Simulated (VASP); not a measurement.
# SnTe: structure and properties in VASP, part 3 of 4

Aim: relax SnTe, then compute properties on the relaxed cell. The start is a cell from a database of measured crystal structures.

VASP 6.6.1, plane waves and PAW; the level of theory is named at each step.

So far, gap on the k-mesh (eV): step 3 (full relaxation (PBE + D3(BJ))) 0.662; step 6 (total and projected DOS (PBE + D3(BJ))) 0.425. The relaxed cell has a = 6.302 Å (conventional setting).

The database entry behind the starting cell differs from later determinations by our own check (about 0.3 % short), so it need not match the best structure at ambient conditions.

## 7. Zone-centre phonons (PBE + D3(BJ))

Level of this step: PBE with D3(BJ); plane waves and PAW (Sn_d, Te) (VASP).

Zone-centre modes test whether the atoms sit at a minimum within this cell. IBRION = 6 takes the force constants from differences of forces between displaced cells, so the forces must be tight.

INCAR reads:

```
SYSTEM = SnTe
PREC = Accurate
ENCUT = 400
EDIFF = 1E-08
NELM = 100
ISMEAR = 0
SIGMA = 0.05
LREAL = .FALSE.
ALGO = Normal
GGA = PE
IVDW = 12
NBANDS = 16
LORBIT = 11
LWAVE = .FALSE.
LCHARG = .FALSE.
KPAR = 2
IBRION = 6
NFREE = 2
POTIM = 0.015
ISIF = 2
NSW = 1
```

POSCAR reads:

```
SnTe
1.0
    0.0000000000      3.1508500000      3.1508500000
    3.1508500000      0.0000000000      3.1508500000
    3.1508500000      3.1508500000      0.0000000000
Sn Te
1 1
Direct
    0.0000000000      0.0000000000      0.0000000000
    0.5000000000      0.5000000000      0.5000000000
```

KPOINTS reads:

```
Automatic mesh
0
Gamma
7 7 7
0 0 0
```

PAW data sets: Sn_d and Te (PBE family, release 64).

Run with:

```
$ mpirun -np 2 vasp_std
```

The program printed:

```text
[... set-up lines as in an earlier step ...]
 entering main loop
       N       E                     dE             d eps       ncg     rms          rms(c)
[... 11 cycles as in an earlier step ...]
DAV:  12    -0.754717635621E+01    0.10214E-06   -0.27039E-06   784   0.119E-02    0.163E-02
DAV:  13    -0.754717613846E+01    0.21775E-06   -0.12730E-07   872   0.237E-03    0.118E-02
DAV:  14    -0.754717585976E+01    0.27870E-06   -0.95127E-07   880   0.104E-02    0.625E-04
DAV:  15    -0.754717581191E+01    0.47850E-07   -0.72787E-08   720   0.133E-03    0.243E-03
DAV:  16    -0.754717583956E+01   -0.27654E-07   -0.12066E-09   384   0.307E-04    0.169E-03
DAV:  17    -0.754717591571E+01   -0.76147E-07   -0.11493E-09   376   0.184E-04    0.463E-04
DAV:  18    -0.754717591072E+01    0.49877E-08   -0.11648E-10   344   0.100E-04
   1 F= -.83490092E+01 E0= -.83490092E+01  d E =-.757681E-13
 Found     2 degrees of freedom:
 Finite differences POTIM= 0.01500 DOF=   2
 bond charge predicted
       N       E                     dE             d eps       ncg     rms          rms(c)
DAV:   1    -0.754465173812E+01    0.25242E-02   -0.10914E+00  1616   0.611E+00    0.168E-01
DAV:   2    -0.754713290753E+01   -0.24812E-02   -0.25047E-02  1720   0.126E+00    0.458E-02
DAV:   3    -0.754714987765E+01   -0.16970E-04   -0.16799E-04  1696   0.108E-01    0.376E-02
DAV:   4    -0.754715360848E+01   -0.37308E-05   -0.11299E-05  1880   0.322E-02    0.127E-02
DAV:   5    -0.754715413608E+01   -0.52760E-06   -0.50516E-07  1600   0.532E-03    0.135E-03
DAV:   6    -0.754715411559E+01    0.20492E-07   -0.19415E-08  1336   0.120E-03    0.881E-04
DAV:   7    -0.754715409760E+01    0.17988E-07   -0.65219E-09   896   0.775E-04    0.198E-04
DAV:   8    -0.754715409857E+01   -0.96907E-09   -0.10384E-09   728   0.299E-04
   2 F= -.83489883E+01 E0= -.83489883E+01  d E =-.708167E-13
[...]
3 F= -.83489882E+01 E0= -.83489882E+01  d E =-.708078E-13
[...]
4 F= -.83489857E+01 E0= -.83489857E+01  d E =-.708171E-13
 Finite differences progress:
  Degree of freedom:   2/  2
  Displacement:        1/  2
  Total:               3/  4
 bond charge predicted
       N       E                     dE             d eps       ncg     rms          rms(c)
DAV:   1    -0.754628665134E+01    0.86488E-03   -0.33416E-01  1304   0.206E+00    0.122E-01
DAV:   2    -0.754715496614E+01   -0.86831E-03   -0.89528E-03  1480   0.489E-01    0.457E-02
DAV:   3    -0.754714904024E+01    0.59259E-05   -0.14948E-04  1688   0.808E-02    0.297E-02
DAV:   4    -0.754715142966E+01   -0.23894E-05   -0.22727E-05  1584   0.273E-02    0.102E-02
DAV:   5    -0.754715152586E+01   -0.96197E-07   -0.28099E-06  1496   0.872E-03    0.997E-03
DAV:   6    -0.754715153412E+01   -0.82609E-08   -0.24853E-07  1768   0.274E-03    0.646E-03
DAV:   7    -0.754715152506E+01    0.90649E-08   -0.30339E-08  1488   0.106E-03
   5 F= -.83489857E+01 E0= -.83489857E+01  d E =-.708504E-13
 Finite differences progress:
  Degree of freedom:   2/  2
  Displacement:        2/  2
  Total:               4/  4
```

It took 22 s on 2 MPI ranks of Intel Xeon 6975P-C (Granite Rapids), shared host; peak memory 0.39 GiB; 40 s of CPU time.

From OUTCAR (step 7):

```text
   NELECT =      20.0000    total number of electrons

 Edisp (eV)   -0.80183

 E-fermi :   6.9529

 k-point     1 :       0.0000    0.0000    0.0000
  band No.  band energies     occupation
    ...
      6      -5.8511      2.00000
      7       2.2784      2.00000
      8       4.8087      2.00000
      9       4.8094      2.00000
     10       4.8094      2.00000
     11      10.3054      0.00000
     12      10.3054      0.00000
     13      10.3076      0.00000
     14      11.7062      0.00000
     15      11.7078      0.00000
    ...

 Edisp (eV)   -0.80183

  Total       0.02632     0.02382     0.02382    -0.00000     0.00000     0.00000
  in kB       0.67409     0.60997     0.60997    -0.00000     0.00000     0.00000
  external pressure =        0.63 kB  Pullay stress =        0.00 kB

 POSITION                                       TOTAL-FORCE (eV/Angst)
 -----------------------------------------------------------------------------------
      0.00000      0.00000      0.00000        -0.003190      0.000000      0.000000
      3.13585      3.15085      3.15085         0.003190      0.000000      0.000000
 -----------------------------------------------------------------------------------
    total drift:                               -0.000001     -0.000000     -0.000000

  FREE ENERGIE OF THE ION-ELECTRON SYSTEM (eV)
  ---------------------------------------------------
  free  energy   TOTEN  =        -8.3489856770 eV

  energy  without entropy=       -8.3489856770  energy(sigma->0) =       -8.34898568

 Eigenvectors and eigenvalues of the dynamical matrix
 ----------------------------------------------------

   1 f  =    0.904259 THz     5.681630 2PiTHz   30.162849 cm-1     3.739715 meV
             X         Y         Z           dx          dy          dz
      0.000000  0.000000  0.000000     0.000000    0.710450    0.000000
      3.150850  3.150850  3.150850     0.000000   -0.703748    0.000000

   2 f  =    0.904259 THz     5.681630 2PiTHz   30.162849 cm-1     3.739715 meV
             X         Y         Z           dx          dy          dz
      0.000000  0.000000  0.000000     0.710450    0.000000    0.000000
      3.150850  3.150850  3.150850    -0.703748    0.000000    0.000000

   3 f  =    0.904259 THz     5.681630 2PiTHz   30.162849 cm-1     3.739715 meV
             X         Y         Z           dx          dy          dz
      0.000000  0.000000  0.000000     0.000000    0.000000    0.710450
      3.150850  3.150850  3.150850     0.000000    0.000000   -0.703748

   4 f/i=    0.012037 THz     0.075633 2PiTHz    0.401522 cm-1     0.049782 meV
             X         Y         Z           dx          dy          dz
      0.000000  0.000000  0.000000    -0.703748    0.000000    0.000000
      3.150850  3.150850  3.150850    -0.710450    0.000000    0.000000

   5 f/i=    0.012037 THz     0.075633 2PiTHz    0.401522 cm-1     0.049782 meV
             X         Y         Z           dx          dy          dz
      0.000000  0.000000  0.000000     0.000000   -0.703748    0.000000
      3.150850  3.150850  3.150850     0.000000   -0.710450    0.000000

   6 f/i=    0.012037 THz     0.075633 2PiTHz    0.401522 cm-1     0.049782 meV
             X         Y         Z           dx          dy          dz
      0.000000  0.000000  0.000000     0.000000    0.000000   -0.703748
      3.150850  3.150850  3.150850     0.000000    0.000000   -0.710450

 ELASTIC MODULI CONTR FROM IONIC RELAXATION (kBar)
 Direction    XX          YY          ZZ          XY          YZ          ZX
 --------------------------------------------------------------------------------
 XX           0.0000      0.0000      0.0000      0.0000      0.0000      0.0000
 YY           0.0000      0.0000      0.0000      0.0000      0.0000      0.0000
 ZZ           0.0000      0.0000      0.0000      0.0000      0.0000      0.0000
 XY           0.0000      0.0000      0.0000      0.0000      0.0000      0.0000
 YZ           0.0000      0.0000      0.0000      0.0000      0.0000      0.0000
 ZX           0.0000      0.0000      0.0000      0.0000      0.0000      0.0000
 --------------------------------------------------------------------------------

[... 9 parts as in an earlier step ...]

[... 8 further parts left out ...]
```

The last energy, forces, stress and levels in OUTCAR belong to the last displaced cell, not to the cell of POSCAR.

Numbers from this step:

```yaml
bands: 16
irreducible_k_points: 20
pressure_of_the_cell: 0.06062 GPa
largest_force_of_the_cell: 0 eV/Å
```

Transverse limit, no LO-TO splitting. Modes at Γ, with each element's share of the kinetic energy:

```
mode  frequency (cm⁻¹)  symmetry  Sn %  Te %
   1              -0.4  acoustic    50    50
   2              -0.4  acoustic    50    50
   3              -0.4  acoustic    50    50
   4              30.2       T1u    50    50
   5              30.2       T1u    50    50
   6              30.2       T1u    50    50
```

Displacements in mode 4 (30.2 cm⁻¹), the largest set to 1:
```
Sn1  0.00  0.00  1.00
Te2  0.00  0.00 -0.96
```

The three acoustic modes lie within 0.4 cm⁻¹ of zero, and no other lies below -15 cm⁻¹; the softest, at 30 cm⁻¹, is too soft for its sign to be sure. By the characters of their eigenvectors the optical modes sort into (cm⁻¹) infrared active: T1u 30.

## 8. Core levels (PBE + D3(BJ))

ICORELEVEL = 1 prints the core eigenvalues in the potential of the ground state.

INCAR, as its differences from that of step 7:

```diff
@@ -3,3 +3,3 @@
 ENCUT = 400
-EDIFF = 1E-08
+EDIFF = 1E-06
 NELM = 100
@@ -16,6 +16,2 @@
 KPAR = 2
-IBRION = 6
-NFREE = 2
-POTIM = 0.015
-ISIF = 2
-NSW = 1
+ICORELEVEL = 1
```

POSCAR is that of step 7.

KPOINTS is that of step 7.

Run with:

```
$ mpirun -np 2 vasp_std
```

The program printed:

```text
[... set-up lines as in an earlier step ...]
 entering main loop
       N       E                     dE             d eps       ncg     rms          rms(c)
[... 12 cycles as in an earlier step ...]
   1 F= -.83490097E+01 E0= -.83490097E+01  d E =-.705433E-13
```

Run time: 4 s. Hardware: 2 MPI ranks; peak memory 0.33 GiB; 6.8 s of CPU time.

Parts of OUTCAR (step 8):

```text
   NELECT =      20.0000    total number of electrons

 the core state eigenenergies are
   1-  1s -28996.3527  2s  -4367.8279  2p  -3919.4516  3s   -834.0517  3p   -687.5996
       3d   -462.3122  4s   -122.9667  4p    -78.7475
   2-  1s -31609.4310  2s  -4836.9987  2p  -4340.3963  3s   -953.2063  3p   -791.8643
       3d   -548.1149  4s   -152.6999  4p   -102.7377  4d    -30.0568

 E-fermi :   6.9535

 Edisp (eV)   -0.80183

[... 19 parts as in an earlier step ...]

[... 2 further parts left out ...]
```

These are scalar-relativistic Kohn-Sham levels of the ground state, with no core hole, so they are not binding energies.

Numbers from this step:

```yaml
free_energy_toten: -8.349 eV
fermi_energy: 6.954 eV
pressure: 0.01256 GPa
valence_top_at_k: 0.4286, 0, 0
conduction_bottom_at_k: 0.4286, 0, 0
least_direct_gap_at_k: 0.4286, 0, 0
gap_on_the_k_mesh: 0.6617 eV
least_direct_gap_on_the_k_mesh: 0.6617 eV
```

Kohn-Sham core levels. Core levels, by row:

```
atom  shell  level below the valence-band top (eV)
 Sn1     1s                                  29003
 Sn1     2s                                   4375
 Sn1     2p                                   3926
 Sn1     3s                                  840.8
 Sn1     3p                                  694.3
 Sn1     3d                                    469
 Sn1     4s                                  129.7
 Sn1     4p                                  85.46
 Te2     1s                                  31616
 Te2     2s                                   4844
 Te2     2p                                   4347
 Te2     3s                                  959.9
 Te2     3p                                  798.6
 Te2     3d                                  554.8
 Te2     4s                                  159.4
 Te2     4p                                  109.5
 Te2     4d                                  36.77
```

[end of part 3 of 4]

[Lines on the potential files, build, host, timing and source positions are cut from VASP's logs without a mark.]

[Logs are printed without paths, hosts, clocks, repeated set-up lines and the standing remarks that a program may print on its own settings, such as how far it seeks lower states.]

[Hosts, paths, dates, database ids (printed as entryN), source tags and the programs' standing remarks are cut or masked in the printed files.]

[A measured line is paired with the nearest computed mode of its activity, which favours agreement.]

[In band tables of VASP the shares of atoms and orbitals are scaled to a sum of 1 inside the atoms' spheres.]
